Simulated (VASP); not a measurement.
Method: PBE GGA, VASP's PBE PAW potentials (set 64) (plane waves; VASP).

A VASP calculation is set up with these files.

KPOINTS:
```
K-points
0
gamma
 1 1 1
0 0 0
```

File POSCAR:
```
AlB31N32
1
    7.2488848260     0.0000000000     0.0000000000
    0.0000000000     7.2488848260     0.0000000000
   -0.0000000000    -0.0000000000     7.2488848260
B N Al
31 32 1
Direct
  0.5000000000   0.0000000000   0.0000000000
  0.7500000000   0.2500000000   0.0000000000
  0.7500000000   0.0000000000   0.2500000000
  0.0000000000   0.0000000000   0.0000000000
  0.2500000000   0.2500000000   0.0000000000
  0.5000000000   0.5000000000   0.0000000000
  0.7500000000   0.7500000000   0.0000000000
  0.2500000000   0.0000000000   0.2500000000
  0.5027990000   0.2568010000   0.2518910000
  0.7431490000   0.4940840000   0.2509450000
  0.5000000000   0.0000000000   0.5000000000
  0.7441190000   0.2469870000   0.4942700000
  0.7500000000   0.0000000000   0.7500000000
  0.0000000000   0.5000000000   0.0000000000
  0.2500000000   0.7500000000   0.0000000000
  0.0000000000   0.2500000000   0.2500000000
  0.2494390000   0.5006050000   0.2510590000
  0.5020570000   0.7566080000   0.2529940000
  0.0000000000   0.0000000000   0.5000000000
  0.2433970000   0.2446250000   0.4964780000
  0.7544840000   0.7493610000   0.5014570000
  0.2500000000   0.0000000000   0.7500000000
  0.5055630000   0.2502700000   0.7560440000
  0.7473140000   0.4963830000   0.7486340000
  0.0000000000   0.7500000000   0.2500000000
  0.0000000000   0.5000000000   0.5000000000
  0.2461040000   0.7482700000   0.4990880000
  0.0000000000   0.2500000000   0.7500000000
  0.2437540000   0.4971390000   0.7437360000
  0.5052010000   0.7556360000   0.7493400000
  0.0000000000   0.7500000000   0.7500000000
  0.6250000000   0.1250000000   0.1250000000
  0.8750000000   0.3750000000   0.1250000000
  0.8750000000   0.1250000000   0.3750000000
  0.1250000000   0.1250000000   0.1250000000
  0.3787780000   0.3756750000   0.1202730000
  0.6279950000   0.6183040000   0.1251820000
  0.8750000000   0.8750000000   0.1250000000
  0.3797080000   0.1264600000   0.3743830000
  0.6183380000   0.3700150000   0.3770100000
  0.8773430000   0.6298060000   0.3716110000
  0.6318420000   0.1194690000   0.6291040000
  0.8806610000   0.3780770000   0.6289370000
  0.8750000000   0.1250000000   0.8750000000
  0.1250000000   0.6250000000   0.1250000000
  0.3750000000   0.8750000000   0.1250000000
  0.1259300000   0.3751480000   0.3750930000
  0.3685730000   0.6208280000   0.3717210000
  0.6276320000   0.8746890000   0.3769150000
  0.1250000000   0.1250000000   0.6250000000
  0.3799040000   0.3682310000   0.6198080000
  0.6289510000   0.6208770000   0.6242010000
  0.8750000000   0.8750000000   0.6250000000
  0.3750000000   0.1250000000   0.8750000000
  0.6248040000   0.3706120000   0.8704940000
  0.8750000000   0.6250000000   0.8750000000
  0.1250000000   0.8750000000   0.3750000000
  0.1183220000   0.6307970000   0.6214760000
  0.3706810000   0.8726790000   0.6286320000
  0.1250000000   0.3750000000   0.8750000000
  0.3807240000   0.6254860000   0.8752920000
  0.6250000000   0.8750000000   0.8750000000
  0.1250000000   0.8750000000   0.8750000000
  0.4971070000   0.5005510000   0.4946640000
```

INCAR:
```
SYSTEM = AlB31N32
PREC = Normal
ENCUT = 400
EDIFF = 1E-5
NELM = 100
ALGO = Fast
LREAL = Auto
LASPH = .TRUE.
ISMEAR = 0
SIGMA = 0.05
GGA = PE
LWAVE = .TRUE.
LCHARG = .FALSE.
NELMIN = 4
ISYM = 0
IBRION = 2
ISIF = 2
NSW = 60
EDIFFG = -0.03
```

POTCAR, in this order: B N Al (PBE.64 set). Program: vasp_gam.

The resulting files:

File OSZICAR:
```
...
RMM:   2    -0.549722033222E+03   -0.12217E-03   -0.55270E-03   322   0.188E-01    0.728E-02
RMM:   3    -0.549721922103E+03    0.11112E-03   -0.83509E-04   322   0.713E-02    0.230E-02
RMM:   4    -0.549721926838E+03   -0.47352E-05   -0.14024E-04   310   0.279E-02    0.155E-02
RMM:   5    -0.549721928445E+03   -0.16069E-05   -0.18769E-05   209   0.961E-03
   4 F= -.54972193E+03 E0= -.54972193E+03  d E =-.443835E+01
       N       E                     dE             d eps       ncg     rms          rms(c)
DAV:   1    -0.549610281086E+03    0.11165E+00   -0.19256E+02   348   0.396E+01    0.322E+00
RMM:   2    -0.549828497362E+03   -0.21822E+00   -0.39503E+00   322   0.546E+00    0.167E+00
RMM:   3    -0.549816573678E+03    0.11924E-01   -0.50035E-01   322   0.189E+00    0.106E+00
RMM:   4    -0.549810767610E+03    0.58061E-02   -0.10626E-01   325   0.755E-01    0.407E-01
RMM:   5    -0.549811571344E+03   -0.80373E-03   -0.14833E-02   324   0.303E-01    0.148E-01
RMM:   6    -0.549811779979E+03   -0.20864E-03   -0.35029E-03   328   0.127E-01    0.406E-02
RMM:   7    -0.549811830259E+03   -0.50279E-04   -0.67721E-04   339   0.515E-02    0.315E-02
RMM:   8    -0.549811832845E+03   -0.25860E-05   -0.13126E-04   310   0.245E-02    0.111E-02
RMM:   9    -0.549811831601E+03    0.12436E-05   -0.22513E-05   214   0.111E-02
   5 F= -.54981183E+03 E0= -.54981183E+03  d E =-.899032E-01
       N       E                     dE             d eps       ncg     rms          rms(c)
DAV:   1    -0.550178152020E+03   -0.36632E+00   -0.44148E+01   322   0.188E+01    0.160E+00
RMM:   2    -0.550221679005E+03   -0.43527E-01   -0.85090E-01   322   0.256E+00    0.786E-01
RMM:   3    -0.550219045429E+03    0.26336E-02   -0.11090E-01   322   0.889E-01    0.481E-01
RMM:   4    -0.550218034059E+03    0.10114E-02   -0.22721E-02   325   0.350E-01    0.176E-01
RMM:   5    -0.550218199443E+03   -0.16538E-03   -0.30497E-03   323   0.138E-01    0.607E-02
RMM:   6    -0.550218244795E+03   -0.45352E-04   -0.74621E-04   333   0.574E-02    0.189E-02
RMM:   7    -0.550218252793E+03   -0.79986E-05   -0.11552E-04   276   0.219E-02    0.144E-02
RMM:   8    -0.550218253262E+03   -0.46828E-06   -0.26345E-05   218   0.109E-02
   6 F= -.55021825E+03 E0= -.55021825E+03  d E =-.496325E+00
       N       E                     dE             d eps       ncg     rms          rms(c)
DAV:   1    -0.550265691255E+03   -0.47438E-01   -0.22892E+01   340   0.135E+01    0.102E+00
RMM:   2    -0.550284361613E+03   -0.18670E-01   -0.39373E-01   322   0.174E+00    0.525E-01
RMM:   3    -0.550282283458E+03    0.20782E-02   -0.53826E-02   322   0.620E-01    0.276E-01
RMM:   4    -0.550282260852E+03    0.22606E-04   -0.10149E-02   323   0.241E-01    0.109E-01
RMM:   5    -0.550282358979E+03   -0.98127E-04   -0.13627E-03   327   0.933E-02    0.467E-02
RMM:   6    -0.550282377990E+03   -0.19011E-04   -0.28296E-04   326   0.387E-02    0.100E-02
RMM:   7    -0.550282382469E+03   -0.44788E-05   -0.62060E-05   250   0.160E-02
   7 F= -.55028238E+03 E0= -.55028238E+03  d E =-.641292E-01
       N       E                     dE             d eps       ncg     rms          rms(c)
DAV:   1    -0.550297700570E+03   -0.15323E-01   -0.22400E+00   356   0.424E+00    0.311E-01
RMM:   2    -0.550299483238E+03   -0.17827E-02   -0.38242E-02   322   0.541E-01    0.164E-01
RMM:   3    -0.550299270205E+03    0.21303E-03   -0.52443E-03   322   0.193E-01    0.844E-02
RMM:   4    -0.550299268723E+03    0.14822E-05   -0.97990E-04   323   0.748E-02    0.328E-02
RMM:   5    -0.550299277610E+03   -0.88873E-05   -0.13148E-04   310   0.288E-02    0.141E-02
RMM:   6    -0.550299278997E+03   -0.13867E-05   -0.24869E-05   217   0.117E-02
   8 F= -.55029928E+03 E0= -.55029928E+03  d E =-.810257E-01
       N       E                     dE             d eps       ncg     rms          rms(c)
DAV:   1    -0.550311165153E+03   -0.11888E-01   -0.44502E+00   356   0.599E+00    0.458E-01
RMM:   2    -0.550315160082E+03   -0.39949E-02   -0.80108E-02   322   0.784E-01    0.239E-01
RMM:   3    -0.550315029615E+03    0.13047E-03   -0.11337E-02   322   0.280E-01    0.134E-01
RMM:   4    -0.550315026394E+03    0.32211E-05   -0.22412E-03   325   0.109E-01    0.531E-02
RMM:   5    -0.550315047133E+03   -0.20739E-04   -0.32341E-04   327   0.430E-02    0.183E-02
RMM:   6    -0.550315052708E+03   -0.55748E-05   -0.73204E-05   254   0.174E-02
   9 F= -.55031505E+03 E0= -.55031505E+03  d E =-.157737E-01
       N       E                     dE             d eps       ncg     rms          rms(c)
DAV:   1    -0.550316690926E+03   -0.16438E-02   -0.26978E-01   356   0.148E+00    0.113E-01
RMM:   2    -0.550316927689E+03   -0.23676E-03   -0.48602E-03   322   0.193E-01    0.590E-02
RMM:   3    -0.550316918810E+03    0.88788E-05   -0.68770E-04   322   0.689E-02    0.332E-02
RMM:   4    -0.550316918140E+03    0.67040E-06   -0.13682E-04   322   0.268E-02    0.129E-02
RMM:   5    -0.550316919402E+03   -0.12622E-05   -0.19839E-05   212   0.106E-02
  10 F= -.55031692E+03 E0= -.55031692E+03  d E =-.176404E-01
       N       E                     dE             d eps       ncg     rms          rms(c)
DAV:   1    -0.550320494703E+03   -0.35766E-02   -0.85115E-01   340   0.262E+00    0.182E-01
RMM:   2    -0.550321290362E+03   -0.79566E-03   -0.13065E-02   322   0.318E-01    0.957E-02
RMM:   3    -0.550321287255E+03    0.31066E-05   -0.19337E-03   325   0.114E-01    0.516E-02
RMM:   4    -0.550321287174E+03    0.81778E-07   -0.37747E-04   325   0.445E-02    0.178E-02
RMM:   5    -0.550321293375E+03   -0.62010E-05   -0.71569E-05   252   0.176E-02
  11 F= -.55032129E+03 E0= -.55032129E+03  d E =-.437397E-02
       N       E                     dE             d eps       ncg     rms          rms(c)
DAV:   1    -0.550321295256E+03   -0.80826E-05   -0.14026E-04   340   0.337E-02    0.357E-03
RMM:   2    -0.550321295667E+03   -0.41065E-06   -0.54342E-06   190   0.657E-03    0.201E-03
RMM:   3    -0.550321295688E+03   -0.21053E-07   -0.51182E-07   114   0.226E-03    0.124E-03
RMM:   4    -0.550321295698E+03   -0.10590E-07   -0.23646E-07    87   0.173E-03
  12 F= -.55032130E+03 E0= -.55032130E+03  d E =-.437630E-02
       N       E                     dE             d eps       ncg     rms          rms(c)
DAV:   1    -0.550322653966E+03   -0.13583E-02   -0.36311E-01   348   0.171E+00    0.111E-01
RMM:   2    -0.550322909967E+03   -0.25600E-03   -0.50455E-03   322   0.196E-01    0.599E-02
RMM:   3    -0.550322912227E+03   -0.22603E-05   -0.91356E-04   325   0.735E-02    0.304E-02
RMM:   4    -0.550322921495E+03   -0.92679E-05   -0.16944E-04   328   0.279E-02    0.144E-02
RMM:   5    -0.550322922606E+03   -0.11109E-05   -0.19929E-05   211   0.108E-02
  13 F= -.55032292E+03 E0= -.55032292E+03  d E =-.162691E-02
       N       E                     dE             d eps       ncg     rms          rms(c)
DAV:   1    -0.550322923095E+03   -0.15999E-05   -0.53127E-06   244   0.476E-03    0.169E-03
RMM:   2    -0.550322923158E+03   -0.63053E-07   -0.82366E-07   117   0.243E-03    0.111E-03
RMM:   3    -0.550322923149E+03    0.93605E-08   -0.17939E-08    59   0.139E-03    0.132E-04
RMM:   4    -0.550322923149E+03   -0.24374E-09   -0.13506E-08    56   0.136E-03
  14 F= -.55032292E+03 E0= -.55032292E+03  d E =-.162745E-02
       N       E                     dE             d eps       ncg     rms          rms(c)
DAV:   1    -0.550323247794E+03   -0.32465E-03   -0.14526E-01   340   0.108E+00    0.736E-02
RMM:   2    -0.550323364247E+03   -0.11645E-03   -0.21443E-03   322   0.128E-01    0.390E-02
RMM:   3    -0.550323357397E+03    0.68504E-05   -0.33265E-04   324   0.468E-02    0.197E-02
RMM:   4    -0.550323358862E+03   -0.14645E-05   -0.68359E-05   265   0.183E-02
  15 F= -.55032336E+03 E0= -.55032336E+03  d E =-.435713E-03
```

File OUTCAR:
```
------------------------ aborting loop because EDIFF is reached ----------------------------------------
  FORCE on cell =-STRESS in cart. coord.  units (eV):
  Direction    XX          YY          ZZ          XY          YZ          ZX
  --------------------------------------------------------------------------------------
  Total        8.2525459      8.2561825      8.2640741     -0.0168623     -0.0084311      0.0131275
  in kB       34.7124233     34.7277197     34.7609141     -0.0709272     -0.0354636      0.0552179
  external PRESSURE =      34.7336857 kB  Pullay stress =       0.0000000 kB
  volume of cell :      380.90
      direct lattice vectors                 reciprocal lattice vectors
     7.248884826  0.000000000  0.000000000     0.137952254  0.000000000  0.000000000
     0.000000000  7.248884826  0.000000000     0.000000000  0.137952254  0.000000000
     0.000000000  0.000000000  7.248884826     0.000000000  0.000000000  0.137952254
  FREE ENERGIE OF THE ION-ELECTRON SYSTEM (eV)
  ---------------------------------------------------
  free  energy   TOTEN  =      -550.3233588616 eV

  energy  without entropy=     -550.3233588616  energy(sigma->0) =     -550.32335886

 reached required accuracy - stopping structural energy minimisation
```
(Selected blocks of OUTCAR.)

**CONTCAR**
```
AlB31N32
   1.00000000000000
     7.2488848260000003    0.0000000000000000    0.0000000000000000
     0.0000000000000000    7.2488848260000003    0.0000000000000000
     0.0000000000000000    0.0000000000000000    7.2488848260000003
  B               N               Al
    31    32     1
Direct
     0.5001289887131701    0.9996185774596124    0.9996969711698009
     0.7506254736641181    0.2490460685843050    0.9990305867295804
     0.7505632594459272    0.9989326341845887    0.2492237568195571
     0.0001060756991841    0.9995132380030567    0.9996449500337261
     0.2495579506177771    0.2490442525616129    0.0004525273717618
     0.5001107597562404    0.4995328125326274    0.9997331904533945
     0.7506086652237756    0.7501223410357815    0.0004121361840087
     0.2495145902130145    0.0003490197063033    0.2491721613834312
     0.5026122117566391    0.2457038436468189    0.2457617673889489
     0.7540007573131632    0.4970949425901848    0.2458080552535855
     0.5000914004565440    0.9995524990273107    0.4996857963203070
     0.7539905619909048    0.2457637906421581    0.4972170412446018
     0.7506060342177912    0.0002997169509764    0.7502239075808513
     0.0000542588674435    0.4995687635774140    0.9996659026739039
     0.2495230214371486    0.7501311142928953    0.9989416027192967
     0.0007431606405477    0.2490911030081532    0.2492034449941063
     0.2460690834502648    0.5021516101004756    0.2457235914622910
     0.4975033985655553    0.7535442241922086    0.2457050262928276
     0.0000500376918632    0.9995903380571880    0.4996911192435392
     0.2461436203507043    0.2456839303998140    0.5022009578604150
     0.7539974766559172    0.7535135629157967    0.5022236807716653
     0.2495995618498636    0.9988835208091860    0.7501815618223090
     0.4975881290902662    0.2456845423813612    0.7536477654932749
     0.7540047978787756    0.5021217632103138    0.7536683149199693
     0.9993558273332358    0.7501601517519160    0.2491850910547042
     0.0001031992543510    0.4995836154282080    0.4997087810036040
     0.2461104754604807    0.7535778629399377    0.4971245475460557
     0.9993788945857129    0.2490541047915555    0.7502579713913284
     0.2461596639759386    0.4970511632222565    0.7536822023057893
     0.5026375500605041    0.7535160167972131    0.7536679804343160
     0.0008208062537437    0.7501251597721388    0.7502009425350825
     0.6252623755797850    0.1221344405331989    0.1222215150710209
     0.8775650230447792    0.3743910446924724    0.1222103062577622
     0.8775411810430659    0.1221428346058668    0.3745487161265753
     0.1250079793942982    0.1245342568252426    0.1246450857174393
     0.3751158934586331    0.3746707820574988    0.1245747448061874
     0.6249746938105053    0.6245369577877475    0.1245256773078431
     0.8751318388190797    0.8746345863948816    0.1246466048245962
     0.3751606387445713    0.1244421529127206    0.3747615480687190
     0.6398436891594592    0.3598228672435088    0.3598732263186990
     0.8752756834084967    0.6245164663870344    0.3748066239639939
     0.6249633538900238    0.1244364423051737    0.6246333171433267
     0.8752324884006086    0.3746754764868234    0.6246594931338905
     0.8751537784402100    0.1245026720484771    0.8747629793729476
     0.1225511605136163    0.6248250423596566    0.1221717679658312
     0.3748311701930801    0.8771334856595433    0.1221624270371950
     0.1249365967600881    0.3747143627693277    0.3747739400319220
     0.3601542622101144    0.6394662441556603    0.3597677866764076
     0.6249763718074071    0.8747445885601707    0.3747741869913895
     0.1226407356453123    0.1221192193769445    0.6248939779298023
     0.3602492780352155    0.3597432484792734    0.6395352672663951
     0.6398761513252608    0.6394046721592136    0.6395632484155046
     0.8775830409180753    0.8770604261831252    0.6249029264006427
     0.3748780322508712    0.1221150408420446    0.8771965490027515
     0.6250077887131739    0.3746500112223900    0.8748909730510236
     0.8775832233963805    0.6248029641039720    0.8771547639392209
     0.1225466884688289    0.8771218515006260    0.3744932584859676
     0.1249393847242563    0.6245053272001434    0.6246097600358879
     0.3751690222748706    0.8747493980840920    0.6245990758466552
     0.1226058312554965    0.3743427994329187    0.8772136582844038
     0.3751706819391908    0.6244641141061340    0.8748756834941245
     0.6253026212740086    0.8770900473999446    0.8772012994417325
     0.1250710275008498    0.8746329950992492    0.8746725006037055
     0.5000116211298313    0.4997398964515808    0.4996657785284118
```

At this cut-off the stress carries a Pulay error, which pulls relaxed volumes low. The supercell is sampled at Γ alone, which is coarse: total energies, pressure and levels can be off, energies of defects by several tenths of an eV.

The cell is a supercell with a defect, built from BN (zinc blende): Al_B. The run is not spin-polarised, so no state with unpaired spins was tried.
